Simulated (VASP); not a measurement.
# NbTe (P-6m2) in VASP: settings compared

One crystal, NbTe, is run at these levels: PBE, PBEsol; tasks: single point, relaxation of cell and atoms.

All numbers are computed with VASP 6.6.1; they aren't measurements. Logs are shortened: lines on timing, memory, paths and dates and some standing lists are left out, and cuts for length are marked.

**1. Starting point**

It takes space group P-6m2 (No. 187, hexagonal). Conventional cell: a = 3.703 Å, b = 3.703 Å, c = 3.694 Å, α = 90.00°, β = 90.00°, γ = 120.00°. Te (site symmetry -6m2) is surrounded by 6 Nb at 2.83 Å. Nb (site symmetry -6m2) is surrounded by 6 Te at 2.83 Å.

The cell comes from a database or a generator and needn't be the stable form of this composition.

**2. Single point, PBE**

The input, INCAR:

```
  PREC = Accurate
  ENCUT = 460
  EDIFF = 1E-7
  ISMEAR = 0
  SIGMA = 0.05
  LREAL = False
  LASPH = True
  NELM = 100
  ALGO = Normal
  ISIF = 2
  LWAVE = False
  LCHARG = False
  GGA = PE
  NBANDS = 16
  ADDGRID = False
```

The input, KPOINTS:

```
regular mesh
0
Gamma
  12 12 11
```

The input, POSCAR:

```
NbTe
1.0
    3.7029743866      0.0000000000      0.0000000000
   -1.8514871933      3.2068698884      0.0000000000
    0.0000000000      0.0000000000      3.6942110000
Te Nb
1 1
Direct
    0.6666666667      0.3333333333      0.0000000000
    0.0000000000      0.0000000000      0.5000000000
```

Potentials or basis: VASP PAW PBE potentials, release 64 (Te, Nb_pv).

The run is started by

```bash
$ cat potpaw_PBE.64/Te/POTCAR potpaw_PBE.64/Nb_pv/POTCAR > POTCAR
$ mpirun -np 1 vasp_std > vasp.out
```

OUTCAR:

```text
PREC = Accurate
   ENCUT = 460
   EDIFF = 1E-7
   ISMEAR = 0
   LREAL = False
   LASPH = True
   NELM = 100
   ISIF = 2
   GGA = PE

 Found    114 irreducible k-points:

 Following reciprocal coordinates:
            Coordinates               Weight
  0.000000  0.000000  0.000000      1.000000
  0.083333  0.000000  0.000000      6.000000
  0.166667 -0.000000  0.000000      6.000000
  0.250000 -0.000000  0.000000      6.000000
  0.333333  0.000000  0.000000      6.000000
  0.416667 -0.000000  0.000000      6.000000
   k-points           NKPTS =    114   k-points in BZ     NKDIM =    114   number of bands    NBANDS=     16
   number of dos      NEDOS =    301   number of ions     NIONS =      2
   total plane-waves  NPLWV =  21952
   dimension x,y,z NGX =    28 NGY =   28 NGZ =   28
   dimension x,y,z NGXF=    56 NGYF=   56 NGZF=   56
   ions per type =               1   1
   NGX,Y,Z   is equivalent  to a cutoff of  12.57, 12.57, 12.60 a.u.
   NGXF,Y,Z  is equivalent  to a cutoff of  25.14, 25.14, 25.20 a.u.
 SYSTEM =  unknown system
   PREC   = accura    normal or accurate (medium, high low for compatibility)
   ISTART =      0    job   : 0-new  1-cont  2-samecut
   ICHARG =      2    charge: 1-file 2-atom 10-const
   ISPIN  =      1    spin polarized calculation?
   LNONCOLLINEAR =      F non collinear calculations
   LSORBIT =      F    spin-orbit coupling
   LASPH  =      T    aspherical Exc in radial PAW
   ENCUT  =  460.0 eV  33.81 Ry    5.81 a.u.   6.48  6.48  6.46*2*pi/ulx,y,z
   NELM   =    100;   NELMIN=  2; NELMDL= -5     # of ELM steps
   EDIFF  = 0.1E-06   stopping-criterion for ELM
[... 18 lines left out ...]
     AMIX     =   0.40;   BMIX     =  1.00
     AMIX_MAG =   1.60;   BMIX_MAG =  1.00
  volume/ion in A,a.u.               =      21.93       148.02
  Fermi-wavevector in a.u.,A,eV,Ry     =   1.193548  2.255479 19.382272  1.424557
  Thomas-Fermi vector in A             =   2.329560
   LORBIT       =      0    0 simple, 1 ext, 2 COOP (PROOUT), +10 PAW based schemes
   GGA     = PE    functional components
[... 5 lines left out ...]
 non-spin polarized calculation
 Gauss-broadening in eV      SIGMA  =   0.05
  energy-cutoff  :      460.00
  volume of cell :       43.87
 maximum number of plane-waves:      1003
 NGX is ok and might be reduce to    28
   NGX = 13   NGY = 13   NGZ = 13

 number of electron      17.0000003 magnetization

 Free energy of the ion-electron system (eV)
  ---------------------------------------------------
  ext. energy  EPLUGINS =         0.00000000
  ---------------------------------------------------
  free energy    TOTEN  =       -13.51545086 eV

  energy without entropy =      -13.51410527  energy(sigma->0) =      -13.51477806

 E-fermi :   8.3957     XC(G=0): -11.2458

 val. band max:        8.3842356107   @ k =   0.1667   0.0833   0.0000
 cond. band min:       8.3969603867   @ k =   0.2500  -0.0000   0.0000
 fundamental gap:      0.0127247760
 Fermi energy:         8.3956630417

 k-point     1 :       0.0000    0.0000    0.0000
  band No.  band energies     occupation
      1     -23.3638      2.00000
      2     -23.1733      2.00000
      3     -23.1733      2.00000
      4      -5.8086      2.00000
      5       5.2944      2.00000
      6       5.2944      2.00000
      7       5.4473      2.00000
      8       6.1293      2.00000
      9       8.5652      0.00000
     10       8.5652      0.00000
     11      10.9129      0.00000
     12      10.9129      0.00000
     13      11.3465      0.00000
     14      14.4312      0.00000
     15      15.5061      0.00000
     16      15.5061      0.00000

 k-point     2 :       0.0833    0.0000    0.0000
  band No.  band energies     occupation
      1     -23.3623      2.00000
      2     -23.1823      2.00000
      3     -23.1754      2.00000
      4      -5.7236      2.00000
      5       4.8737      2.00000
      6       5.3382      2.00000
      7       5.6234      2.00000
      8       5.9377      2.00000
      9       8.5419      0.00004
     10       8.8527      0.00000
     11      10.3445      0.00000
     12      10.7405      0.00000
     13      11.9584      0.00000
     14      14.2845      0.00000
     15      15.8645      0.00000
     16      16.0033      0.00000

 k-point     3 :       0.1667   -0.0000    0.0000
  band No.  band energies     occupation
      1     -23.3583      2.00000
      2     -23.2068      2.00000
      3     -23.1812      2.00000
      4      -5.4784      2.00000
      5       4.0670      2.00000
      6       5.4560      2.00000
      7       5.5465      2.00000
      8       5.8285      2.00000
      9       8.4796      0.01763
     10       9.5110      0.00000
     11       9.6349      0.00000
     12      10.3697      0.00000
     13      12.6514      0.00000
     14      14.4843      0.00000
     15      16.6732      0.00000
     16      16.7888      0.00000

 k-point     4 :       0.2500   -0.0000    0.0000
  band No.  band energies     occupation
      1     -23.3527      2.00000
      2     -23.2400      2.00000
      3     -23.1891      2.00000
      4      -5.1057      2.00000
      5       3.1128      2.00000
      6       5.1624      2.00000
      7       5.6094      2.00000
      8       5.9826      2.00000
      9       8.3970      0.97073
     10       9.1944      0.00000
     11      10.0167      0.00000
     12      10.2673      0.00000
     13      12.8092      0.00000
     14      15.3340      0.00000
     15      16.8550      0.00000
     16      17.6415      0.00000

 k-point     5 :       0.3333    0.0000    0.0000
  band No.  band energies     occupation
      1     -23.3472      2.00000
      2     -23.2729      2.00000
      3     -23.1970      2.00000
      4      -4.6714      2.00000
      5       2.2023      2.00000
      6       4.8653      2.00000
      7       5.7493      2.00000
      8       5.9740      2.00000
      9       8.3171      1.97363
     10       9.2451      0.00000
     11       9.7881      0.00000
     12      10.9322      0.00000
     13      12.6757      0.00000
     14      15.3060      0.00000
     15      17.2262      0.00000
     16      17.5967      0.00000

 k-point     6 :       0.4167   -0.0000    0.0000
  band No.  band energies     occupation
      1     -23.3431      2.00000
      2     -23.2968      2.00000
      3     -23.2027      2.00000
      4      -4.2930      2.00000
      5       1.5177      2.00000
      6       4.6817      2.00000
      7       5.8394      2.00000
      8       5.8643      2.00000
      9       8.2603      1.99987
     10       9.6556      0.00000
     11       9.6884      0.00000
     12      11.3655      0.00000
     13      12.4554      0.00000
     14      14.5661      0.00000
     15      17.1629      0.00000
     16      18.7317      0.00000

 [... further k-points ...]

------------------------ aborting loop because EDIFF is reached ----------------------------------------

  FORCE on cell =-STRESS in cart. coord.  units (eV):
  Direction    XX          YY          ZZ          XY          YZ          ZX
  --------------------------------------------------------------------------------------
  -------------------------------------------------------------------------------------
  Total       -0.0715762     -0.0715762      0.1112935     -0.0000000      0.0000000      0.0000000
  in kB       -2.6141196     -2.6141196      4.0646811     -0.0000000      0.0000000      0.0000000
  external PRESSURE =      -0.3878527 kB  Pullay stress =       0.0000000 kB

 VOLUME and BASIS-vectors are now :
 -----------------------------------------------------------------------------
  energy-cutoff  :      460.00
  volume of cell :       43.87
      direct lattice vectors                 reciprocal lattice vectors
     3.702974387  0.000000000  0.000000000     0.270053178  0.155915275  0.000000000
    -1.851487193  3.206869888  0.000000000     0.000000000  0.311830550  0.000000000
     0.000000000  0.000000000  3.694211000     0.000000000  0.000000000  0.270693796

 POSITION                                       TOTAL-FORCE (eV/Angst)
 -----------------------------------------------------------------------------------
      1.85149      1.06896      0.00000         0.000000     -0.000000      0.000000
      0.00000      0.00000      1.84711        -0.000000      0.000000      0.000000
 -----------------------------------------------------------------------------------
    total drift:                               -0.000000      0.000000     -0.000000

  FREE ENERGIE OF THE ION-ELECTRON SYSTEM (eV)
  ---------------------------------------------------
  free  energy   TOTEN  =       -13.5154508553 eV

  energy  without entropy=      -13.5141052699  energy(sigma->0) =      -13.51477806
```

It took 46 s on 1 thread of Intel Xeon Platinum 8488C (Sapphire Rapids), shared host; peak memory 0.2 GiB.

These settings aren't checked as converged: the numbers below hold their error.

What came out:

```yaml
Free_energy: -13.5155 eV
Pressure: 0.0 GPa
Band_gap_on_the_k_mesh: none (metal or under the smearing width)
```

**3. Relaxation of cell and atoms, PBEsol**

The input, INCAR:

```
SYSTEM = NbTe
PREC = Accurate ; ENCUT = 600
EDIFF = 1E-6 ; ISMEAR = -1
SIGMA = 0.05 ; LREAL = .FALSE.
LASPH = .TRUE. ; NELM = 80
ALGO = Normal ; ISIF = 3
LWAVE = .FALSE. ; LCHARG = .FALSE.
GGA = PS ; IBRION = 2
NSW = 60 ; EDIFFG = -0.01
```

The input, KPOINTS:

```
Automatic mesh
0
G
  8 8 6
  0 0 0
```

POSCAR is that of step 2.

Potentials or basis: VASP PAW PBE potentials, release 64 (Te, Nb_sv).

The run is started by

```bash
$ cat potpaw_PBE.64/Te/POTCAR potpaw_PBE.64/Nb_sv/POTCAR > POTCAR
$ mpirun -np 1 vasp_std > vasp.out
```

Wall time 2.6 min (1 thread of Intel Xeon Platinum 8259CL at 2.50GHz (Skylake/Cascade Lake), shared host); peak memory 0.2 GiB.

It converged, with:

```
Free energy                            : -14.9083 eV
Relaxed volume                         : 20.94 Å³/atom
Relaxed cell                           : a = 3.630 Å, b = 3.630 Å, c = 3.671 Å, α = 90.00°, β = 90.00°, γ = 120.00°
Space group after relaxing (to 0.05 Å) : P-6m2 (No. 187)
Energy gained by relaxing              : 17.3 meV/atom
Ionic steps                            : 12
Pressure after relaxing                : 0.0 GPa
Band gap on the k mesh                 : none (metal or under the smearing width)
```

The path:
```tsv
step	energy change (eV)	largest force (eV/Å)	pressure (GPa)	volume (Å³)
1	0.0000	0.0000	-5.35	43.87
2	0.0453	0.0000	10.15	39.38
3	-0.0327	0.0000	-0.10	42.03
4	-0.0327	0.0000	-0.03	41.99
5	-0.0327	0.0000	0.14	41.95
6	-0.0344	0.0000	0.17	41.87
7	-0.0346	0.0000	0.19	41.84
8	-0.0346	0.0000	0.17	41.84
9	-0.0346	0.0000	0.18	41.83
10	-0.0346	0.0000	0.19	41.83
11	-0.0345	0.0000	-0.27	41.98
12	-0.0346	0.0000	0.01	41.88
```

Final structure:
```cif
data_structure
_symmetry_space_group_name_H-M 'P 1'
_symmetry_Int_Tables_number 1
_cell_length_a 3.6296
_cell_length_b 3.6296
_cell_length_c 3.6712
_cell_angle_alpha 90.000
_cell_angle_beta 90.000
_cell_angle_gamma 120.000
_cell_volume 41.88
loop_
_atom_site_label
_atom_site_type_symbol
_atom_site_fract_x
_atom_site_fract_y
_atom_site_fract_z
_atom_site_occupancy
Te1 Te 0.66667 0.33333 0.00000 1
Nb1 Nb 0.00000 0.00000 0.50000 1
```

Levels at points of the mesh, in eV from the Fermi level:
| k point | band 7 | band 8 | band 9 | band 10 | band 11 | band 12 | band 13 |
| --- | --- | --- | --- | --- | --- | --- | --- |
| (0.00, 0.00, 0.00) | -3.19 | -3.19 | -2.47 | 0.13 | 0.13 | 2.62 | 2.62 |
| (0.50, 0.00, 0.00) | -4.07 | -2.85 | -2.56 | -0.23 | 1.35 | 1.68 | 3.13 |
| (0.00, 0.00, 0.50) | -2.62 | -2.62 | -1.03 | -1.03 | 0.56 | 1.77 | 1.77 |
| (0.50, 0.00, 0.50) | -6.14 | -4.38 | -1.49 | 1.24 | 1.29 | 1.96 | 3.00 |

Caveat: the PAW data sets were made with another functional, which shifts forces and pressure a little. The run has no spin-orbit coupling, so splittings on Te are missing.
